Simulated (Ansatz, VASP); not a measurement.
# One calculation of Al2MoN3, two programs

Contents of INCAR:

```
ALGO     = Normal         # electronic algorithm
EDIFF    = 1E-6           # SCF threshold, eV
ENCUT    = 520            # plane-wave cutoff, eV
GGA      = PE             # functional
ISIF     = 2              # what is computed and relaxed
ISMEAR   = 0              # smearing method
ISPIN    = 2              # spin polarisation
LASPH    = True           # aspherical terms in the spheres
LCHARG   = False          # write CHGCAR
LMAXMIX  = 4              # l up to which the mixer works
LORBIT   = 11             # projections on sites
LREAL    = False          # projectors in reciprocal space
LWAVE    = False          # write WAVECAR
MAGMOM   = 0 0 1 0 0 0    # initial moments
NBANDS   = 30             # bands
NELM     = 150            # most SCF steps
PREC     = Accurate       # precision mode
SIGMA    = 0.1            # smearing width, eV
```

The input KPOINTS:

```
k-points
0
Gamma
  6 6 4
```

Contents of POSCAR:

```
Al2MoN3
1.0
    4.7565669000      0.0000000000      0.0000000000
   -2.3782834500      4.1193077700      0.0000000000
    0.0000000000      0.0000000000      5.0057201300
Al Mo N
2 1 3
Direct
    0.3333333300      0.6666666700      0.5000000000
    0.6666666700      0.3333333300      0.5000000000
    0.0000000000      0.0000000000      0.0000000000
    0.5000000000      0.0000000000      0.5000000000
    0.0000000000      0.5000000000      0.5000000000
    0.5000000000      0.5000000000      0.5000000000
```

Input for Ansatz:

```yaml
crystal:
  lattice:
    - [4.7565669, 0.0, 0.0]
    - [-2.37828345, 4.11930777, 0.0]
    - [0.0, 0.0, 5.00572013]
  atoms:
    - { symbol: Al, position: [0.33333333, 0.66666667, 0.5] }
    - { symbol: Al, position: [0.66666667, 0.33333333, 0.5] }
    - { symbol: Mo, position: [0.0, 0.0, 0.0], spin: 1.0 }
    - { symbol: "N", position: [0.5, 0.0, 0.5] }
    - { symbol: "N", position: [0.0, 0.5, 0.5] }
    - { symbol: "N", position: [0.5, 0.5, 0.5] }
basis:
  ecutwfc: 420
kpoints:
  mp_grid: { grid: [6, 6, 4] }
hamiltonian:
  xc: pbe
scf:
  occupations: { method: gaussian, width: 0.1 }
  lower_state_search: "off"
output:
  forces: true
  stress: true
  eigenvalues: true
  populations: true
magnetization:
  spin_polarized: true
```

Alike in both runs: task single point; functional PBE; k mesh 6 × 6 × 4; occupations gaussian, width 0.1 eV; collinear spin.

```csv
,VASP,Ansatz
version,VASP 6.6.1,Ansatz 0.2.0
potentials or method,"VASP PAW PBE potentials, release 64 (Al, Mo_sv, N)","scalar-relativistic, plane waves, PAW"
plane-wave cutoff (eV),520,420
valence electrons in the cell,35,35
```

```tsv
	VASP	Ansatz	Ansatz less VASP
gap on the k mesh at the Fermi level (eV)	none	none	-
net moment per atom (μB)	0.81	0.81	+0.001
size of the moment on the site where the two differ most (μB)	3.95	4.20	+0.253
```

Site moments also hang on the region over which each program counts them. A gap of «none» marks a metal or a gap that the smearing closes. With one functional, cell and mesh, what is left measures potentials, basis and numerics.
